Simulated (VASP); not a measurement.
```
CELL_PARAMETERS angstrom
      1.58054    -2.73758     0.00000
      1.58054     2.73758     0.00000
      0.00000     0.00000     4.97508
ATOMIC_POSITIONS crystal
  Hf 0.33333 0.66667 0.25000
  Hf 0.66667 0.33333 0.75000
```

These are SCAN meta-GGA, VASP's PBE PAW potentials (set 64) (plane waves; VASP) values and carry that method's errors. Numerical set-up: 520 eV cut-off, 15×15×8 Γ-centred mesh, tetrahedra with Blöchl corrections, potentials Hf_pv.

Unless said otherwise, spin-orbit coupling is left out, though it shifts the bands of the heavy elements here.

Question: Estimate the energy per atom (σ→0), band gap (over mesh and band path) with the smallest direct gap where there is one.

Answer: 
```
Property                                                              Result
----------------------------------  ----------------------------------------
band gap (over mesh and band path)  none (metal, semimetal or under 0.01 eV)
energy per atom (σ→0)                                        -62.724 eV/atom
```

The absolute energy has meaning only against runs of the same code, potentials and settings.

The compound is Hf in the hcp structure. It was relaxed first.
